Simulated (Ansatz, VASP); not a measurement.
# Cross-check of SnPtW (SnPtW in the AlB2 type) between VASP and Ansatz, part 2 of 2

Aim: how closely do two programs agree when they are given the same cell, functional and k mesh? The cell is generated by rule, not measured, and may not be a known phase. The cell is taken from a series of runs on this material, whose earlier steps may have relaxed, scaled, displaced or heated it; both programs get it as it stands.

VASP 6.6.1 and Ansatz 0.2.0.

So far: Starting point; Ansatz: relaxation of cell and atoms, PBEsol, pair 1; VASP: relaxation of cell and atoms, PBEsol, pair 1.

The structure was built from a prototype and need not be the compound's stable phase.

**4. Differences**

Known differences besides the potentials themselves: the data sets hold 46 valence electrons in Ansatz (on its PAW soft_1 files) and 30 in VASP; the cutoff is 420 eV in Ansatz and 600 eV in VASP; Ansatz makes its cores anew for this functional, VASP keeps those of its PBE data sets; Ansatz adds a Pulay correction to the stress that steers its cell, VASP none. Total energies have different zeros and are not compared.

Compared:

```
                                         quantity  Ansatz   VASP  difference
                                      volume (Å³)   51.13  50.94     +0.37 %
edge a after relaxation, in the typed setting (Å)   4.524  4.522     +0.05 %
edge c after relaxation, in the typed setting (Å)   2.884  2.877     +0.26 %
```

**5. VASP: relaxation of cell and atoms, PBEsol, pair 2**

The relaxed volume is the usual yardstick between codes: in a stiff, nearly cubic crystal its relative difference is about their pressure difference at one cell divided by the bulk modulus.

File INCAR:

```
SYSTEM = SnPtW
PREC = Accurate
ENCUT = 600
EDIFF = 1E-07
NELM = 120
ISMEAR = 1
SIGMA = 0.2
LREAL = .FALSE.
ALGO = Normal
GGA = PS
NBANDS = 21
LASPH = .TRUE.
LORBIT = 11
LWAVE = .FALSE.
LCHARG = .FALSE.
ISIF = 3
IBRION = 2
NSW = 80
EDIFFG = -0.005
GGA_COMPAT = .FALSE.
NELMIN = 4
KPAR = 2
```

File POSCAR:

```
SnPtW
1.0
    4.5243810000      0.0000000000      0.0000000000
   -2.2621900000      3.9182290000      0.0000000000
    0.0000000000      0.0000000000      2.8840890000
W Sn Pt
1 1 1
Direct
    0.0000000000      0.0000000000      0.0000000000
    0.3333331746      0.6666664965      0.5000001734
    0.6666664768      0.3333332483      0.5000001734
```

File KPOINTS:

```
Automatic mesh
0
Gamma
9 9 10
0 0 0
```

Potentials, in the order of the species: W, Sn_d and Pt (PBE family, release 64).

On the command line:

```
mpirun -np 2 vasp_std
```

Numbers of over 12 decimals in the logs are rounded to 6 here.

The log of the run:

```text
[banner, memory and clock lines left out]
running    2 mpi-ranks, on    1 nodes
[...]
[... a notice as in an earlier step ...]

 LDA part: xc-table for (Slater+PW92), standard interpolation
 POSCAR, INCAR and KPOINTS ok, starting setup
[...]
entering main loop
       N       E                     dE             d eps       ncg     rms          rms(c)
DAV:   1     0.267941948978E+03    0.26794E+03   -0.15811E+04  3149   0.218E+03
DAV:   2     0.430396228396E+01   -0.26364E+03   -0.25015E+03  3119   0.553E+02
DAV:   3    -0.244237193327E+02   -0.28728E+02   -0.27214E+02  3553   0.140E+02
DAV:   4    -0.254662439666E+02   -0.10425E+01   -0.10302E+01  3608   0.279E+01
[...]
DAV:  14    -0.241323915866E+02   -0.29726E-06   -0.11209E-06  3787   0.702E-03    0.162E-03
DAV:  15    -0.241323917292E+02   -0.14254E-06   -0.89053E-08  1940   0.318E-03    0.850E-04
DAV:  16    -0.241323916715E+02    0.57691E-07   -0.13354E-08  1772   0.114E-03
   1 F= -.24132392E+02 E0= -.24130090E+02  d E =-.241324E+02
[... from here on, the cycles between the ionic steps are left out ...]
   2 F= -.24130646E+02 E0= -.24128041E+02  d E =0.174578E-02
   3 F= -.24132952E+02 E0= -.24130545E+02  d E =-.560137E-03
   4 F= -.24132952E+02 E0= -.24130547E+02  d E =-.560095E-03
   5 F= -.24133054E+02 E0= -.24130454E+02  d E =-.102073E-03
 trial-energy change:   -0.000102  1 .order   -0.000102   -0.000207    0.000004
 step:   0.8508(harm=  0.8508)  dis= 0.00000  next Energy=   -24.133054 (dE=-0.102E-03)
 reached required accuracy - stopping structural energy minimisation
```

OUTCAR, selected parts (step 5):

```text
  Total       -0.0029421     -0.0029421     -0.0007101     -0.0000000      0.0000000      0.0000000
  in kB       -0.0925431     -0.0925431     -0.0223349     -0.0000000      0.0000000      0.0000000
  external PRESSURE =      -0.0691404 kB  Pullay stress =       0.0000000 kB

 POSITION                                       TOTAL-FORCE (eV/Angst)
 -----------------------------------------------------------------------------------
      4.52326     -0.00000      2.87464        -0.000000      0.000000      0.000000
      0.00000      2.61151      1.43732         0.000000     -0.000000      0.000000
      2.26163      1.30575      1.43732        -0.000000      0.000000      0.000000
 -----------------------------------------------------------------------------------
    total drift:                                0.000274      0.000350     -0.000356

  FREE ENERGIE OF THE ION-ELECTRON SYSTEM (eV)
  ---------------------------------------------------
  free  energy   TOTEN  =       -24.1330538393 eV

  energy  without entropy=      -24.1252535897  energy(sigma->0) =      -24.13045376

[... 2 parts as in an earlier step ...]

[... 2 further parts left out ...]
[key lines of the parts left out:]
E-fermi :  10.6733
```

**6. Ansatz: relaxation of cell and atoms, PBEsol, pair 2**

The same cell, functional, mesh and smearing now go to Ansatz, which takes its cutoff from its data sets.

The cell is taken from a series of runs on this material, whose earlier steps may have relaxed, scaled, displaced or heated it; both programs get it as it stands.

File input.yaml:

```yaml
crystal:
  lattice:
    - [4.5243807665, 0.0, 0.0]
    - [-2.2621903833, 3.9182286802, 0.0]
    - [0.0, 0.0, 2.884089047]
  atoms:
    - { symbol: W, position: [0.0, 0.0, 0.0] }
    - { symbol: Sn, position: [0.3333333333, 0.6666666667, 0.5] }
    - { symbol: Pt, position: [0.6666666667, 0.3333333333, 0.5] }
kpoints:
  mp_grid: { grid: [9, 9, 10] }
hamiltonian:
  xc: pbesol
  pseudopotentials: { kind: paw, azcp: { folder: soft_1 }, xc_functional: pbe }
scf:
  occupations: { method: methfessel_paxton, width: 0.2 }
output:
  forces: true
  stress: true
  eigenvalues: true
relax:
  adjacent_minimum: "off"
  f_tol: 0.001
  max_steps: 60
  cell: { stress_tol: 0.01 }
```

On the command line:

```
ansatz run input.yaml --threads 4 --pin off --max-ram 12288MiB --backend cpu --events-out ev --progress --plain --runs-dir out
```

The log of the run:

```text
[...]
Crystal: 3 atoms, lattice volume = 51.128 Å³
Basis set: ecut = 420 eV, 987 PW (Γ), exchange–correlation on 64×64×40 points (8 copies of the dense FFT grid, shifted against one another)
Bands: 28, of which v1, the nominal top of the filled ones, is band 23 counted from 1 (22 counted from 0)
Symmetry: 12 space group operations
[...]
k-points: 72 of 810 (time reversal used)
[...]
--- Relaxed structure (5 steps of the walk, 4 accepted, 1 SCFs on fresh bases) ---
[...]
cell:  # Å, volume = 51.1106 Å³
    - [4.525012, 2.8871542037922038e-11, 0.0]
    - [-2.262506, 3.918775, 0.0]
    - [0.0, 0.0, 2.882312]
  atoms:
    - { symbol: W, position: [0, 0, 0.0] }
    - { symbol: Sn, position: [0.333333, 0.666667, 0.500000] }
    - { symbol: Pt, position: [0.666667, 0.333333, 0.500000] }
[key lines of the parts left out:]
SCF converged after 6 iterations
Free energy (F): -28591.876623 eV
Fermi energy:    20.250524 eV
P = ⅓ Tr σ = 0.0000 GPa (0.000 kbar)
```

**7. Comparison**

What differs besides the data sets and the points named for the pairs above, as far as they apply: the data sets hold 46 valence electrons in Ansatz (on its PAW soft_1 files) and 30 in VASP. Total energies have different zeros and are not compared.

Compared:

```
                                         quantity  Ansatz   VASP  difference
                                      volume (Å³)   51.11  50.94     +0.34 %
edge a after relaxation, in the typed setting (Å)   4.525  4.523     +0.04 %
edge c after relaxation, in the typed setting (Å)   2.882  2.875     +0.27 %
```

**8. Ansatz: zone-centre phonons, PBEsol**

Second derivatives magnify differences that forces hide, and they need a tight electronic threshold.

The cell is taken from a series of runs on this material, whose earlier steps may have relaxed, scaled, displaced or heated it; both programs get it as it stands.

File input.yaml:

```yaml
crystal:
  lattice:
    - [4.5250120596, 0.0, 0.0]
    - [-2.2625060298, 3.918775396, 0.0]
    - [0.0, 0.0, 2.8823119201]
  atoms:
    - { symbol: W, position: [0.0, 0.0, 0.0] }
    - { symbol: Sn, position: [0.3333333333, 0.6666666667, 0.5] }
    - { symbol: Pt, position: [0.6666666667, 0.3333333333, 0.5] }
kpoints:
  mp_grid: { grid: [4, 4, 6] }
hamiltonian:
  xc: pbesol
  pseudopotentials: { kind: paw, azcp: { folder: soft_1 }, xc_functional: pbe }
scf:
  occupations: { method: methfessel_paxton, width: 0.2 }
output:
  eigenvalues: true
phonons:
  method: dfpt
  qmesh: [2, 2, 2]
  temperatures: { t_max: 1000, t_step: 50 }
  qpath:
    path:
      - [[0.0, 0.0, 0.0], [0.5, 0.0, 0.0], [0.33333333, 0.33333333, 0.0], [0.0, 0.0, 0.0], [0.0, 0.0, 0.5], [0.5, 0.0, 0.5], [0.33333333, 0.33333333, 0.5], [0.0, 0.0, 0.5]]
      - [[0.5, 0.0, 0.5], [0.5, 0.0, 0.0]]
      - [[0.33333333, 0.33333333, 0.5], [0.33333333, 0.33333333, 0.0]]
    npoints: 10
```

The log of the run:

```text
[...]
largest difference from the sums on the solved wave vectors: F 1.36e-2 eV, S 1.98e-5 and C_V 5.91e-6 eV/K
  zero-point energy: 0.057200 eV/cell   skipped modes (ω ≤ 0): 237, of them read as no rigid motion or as one in doubt: 234 (6.887e-1 modes/cell left out, lowest -44.59 cm⁻¹)   left out of the sums: 7.66e-2 of the cell's modes: C_V's classical limit lies that fraction below 3 k_B per atom; for a crystal, a wire or a layer, F and S can be off by more, and a phonons.interpolated_qmesh denser along its periods is the remedy for the sampling
[key lines of the parts left out:]
SCF converged after 11 iterations
Free energy (F): -28591.889015 eV
Fermi energy:    20.267095 eV
```

**9. VASP: zone-centre phonons, PBEsol**

The same cell, functional, mesh and smearing now go to VASP, with its own data sets.

File INCAR:

```
SYSTEM = SnPtW
PREC = Accurate
ENCUT = 600
EDIFF = 1E-08
NELM = 120
ISMEAR = 1
SIGMA = 0.2
LREAL = .FALSE.
ALGO = Normal
GGA = PS
NBANDS = 21
LASPH = .TRUE.
LORBIT = 11
LWAVE = .FALSE.
LCHARG = .FALSE.
ISIF = 2
IBRION = 8
GGA_COMPAT = .FALSE.
KPAR = 2
```

File POSCAR:

```
SnPtW
1.0
    4.5250120596      0.0000000000      0.0000000000
   -2.2625060298      3.9187753960      0.0000000000
    0.0000000000      0.0000000000      2.8823119201
W Sn Pt
1 1 1
Direct
    0.0000000000      0.0000000000      0.0000000000
    0.3333333333      0.6666666667      0.5000000000
    0.6666666667      0.3333333333      0.5000000000
```

File KPOINTS:

```
Automatic mesh
0
Gamma
4 4 6
0 0 0
```

On the command line:

```
mpirun -np 2 vasp_std
```

The log of the run:

```text
[... set-up lines as in an earlier step ...]
 entering main loop
       N       E                     dE             d eps       ncg     rms          rms(c)
DAV:   1     0.261579874877E+03    0.26158E+03   -0.16008E+04   687   0.216E+03
DAV:   2     0.346423476606E+01   -0.25812E+03   -0.24531E+03   692   0.538E+02
DAV:   3    -0.244885124065E+02   -0.27953E+02   -0.26506E+02   762   0.140E+02
DAV:   4    -0.254728342740E+02   -0.98432E+00   -0.96851E+00   834   0.264E+01
[...]
DAV:  15    -0.241452568503E+02   -0.44041E-07   -0.42573E-08   758   0.229E-03    0.735E-04
DAV:  16    -0.241452568123E+02    0.37975E-07   -0.40342E-09   466   0.631E-04    0.340E-04
DAV:  17    -0.241452568064E+02    0.58662E-08   -0.82648E-10   441   0.225E-04
   1 F= -.24145257E+02 E0= -.24142338E+02  d E =-.875689E-02
 Linear response reoptimize wavefunctions to high precision
DAV:   1    -0.241452568052E+02    0.12633E-08   -0.15144E-10   416   0.121E-04
DAV:   2    -0.241452568052E+02   -0.50477E-10   -0.46269E-11   396   0.596E-05
 Linear response DOF=           6
 Linear response progress:
[...]
RMM:  13    -0.263009145553E+00    0.20028E-07   -0.19618E-09  3619   0.182E-05    0.135E-06
RMM:  14    -0.263009157574E+00   -0.12021E-07   -0.28704E-09  2861   0.152E-05    0.259E-07
RMM:  15    -0.263009160396E+00   -0.28221E-08   -0.66158E-10  2136   0.143E-05    0.372E-08
 first order change of Fermi-energy   0.14592E-03
 force on displaced ion       3 direction 1 : -11.813   0.003   0.000
 Linear response progress:
  Degree of freedom:   6/  6
       N       E                     dE             d eps       ncg     rms          rms(c)
RMM:   1    -0.242608172702E+00   -0.24261E+00   -0.24991E-01  1418   0.256E+00
RMM:   2    -0.240360176446E+00    0.22480E-02   -0.14978E-02  1362   0.580E-01    0.124E-01
RMM:   3    -0.239920904429E+00    0.43927E-03   -0.54984E-04  1377   0.134E-01    0.694E-02
RMM:   4    -0.239832676955E+00    0.88227E-04   -0.85843E-04  1443   0.119E-01    0.200E-02
[...]
RMM:  12    -0.239757912956E+00   -0.11603E-06   -0.90901E-08  1462   0.290E-05    0.216E-06
RMM:  13    -0.239757894783E+00    0.18172E-07   -0.70913E-08  1407   0.163E-05    0.634E-07
RMM:  14    -0.239757886302E+00    0.84809E-08   -0.61718E-08  1049   0.134E-05    0.272E-07
 first order change of Fermi-energy   0.92430E-03
 force on displaced ion       3 direction 3 :   0.000   0.000  -1.059
 Linear response finished
```

From OUTCAR (step 9):

```text
  Total       -0.3366992     -0.3366992     -0.1702119      0.0000000      0.0000000      0.0000000
  in kB      -10.5545935    -10.5545935     -5.3356748      0.0000000      0.0000000      0.0000000
  external PRESSURE =      -8.8149540 kB  Pullay stress =       0.0000000 kB

 POSITION                                       TOTAL-FORCE (eV/Angst)
 -----------------------------------------------------------------------------------
      0.00000      0.00000      0.00000         0.000000      0.000000      0.000000
     -0.00000      2.61252      1.44116        -0.000000      0.000000      0.000000
      2.26251      1.30626      1.44116         0.000000     -0.000000      0.000000
 -----------------------------------------------------------------------------------
    total drift:                               -0.000001      0.000000     -0.000000

[... 2 further parts left out ...]
```

**10. Side by side**

What differs besides the data sets and the points named for the pairs above, as far as they apply: VASP's run holds the zone centre alone; the data sets hold 46 valence electrons in Ansatz (on its PAW soft_1 files) and 30 in VASP. Total energies have different zeros and are not compared.

Both answers:

```
                  quantity  Ansatz   VASP  difference
     optical mode 1 (cm⁻¹)    31.0   30.2        +0.8
     optical mode 2 (cm⁻¹)    94.3   93.8     +0.57 %
optical mode 3 to 4 (cm⁻¹)   107.8  106.5     +1.23 %
optical mode 5 to 6 (cm⁻¹)   213.0  213.5     -0.25 %
```

Modes are paired by rising frequency, not by their patterns, so a pair may set unlike modes beside each other; they are those without the splitting of longitudinal modes.

**11. Results**

```json
{
 "difference in volume (relaxation of cell and atoms, PBEsol, pair 1)": "0.37 %",
 "difference in volume (relaxation of cell and atoms, PBEsol, pair 2)": "0.34 %",
 "r.m.s. difference of the optical zone-centre modes, each program's sorted by frequency (zone-centre phonons, PBEsol)": "0.91 cm⁻¹",
 "difference in optical mode 3 to 4 (zone-centre phonons, PBEsol)": "+1.2 %"
}
```

What this shows: The difference in volume is 0.37 % (relaxation of cell and atoms, PBEsol, pair 1), within the 1.2 % picked in this series as the mark of a large difference, as far as the stopping tolerances let one tell. The data sets hold unlike numbers of valence electrons (46 in Ansatz and 30 in VASP), so part of the differences comes from the potentials. Among the rows given in per cent, the largest difference of the zone-centre phonons, PBEsol pair is in optical mode 3 to 4, +1.2 %. 1 further run of this series is not shown here. How closely two codes agree says nothing of how well the functional describes the real material.

[Lines on the potential files, build, host, timing and source positions are cut from VASP's logs without a mark.]

[Logs are printed without paths, hosts, clocks, repeated set-up lines and the standing remarks that a program may print on its own settings, such as how far it seeks lower states.]

[Hosts, paths, dates, database ids (printed as entryN), source tags and the programs' standing remarks are cut or masked in the printed files.]
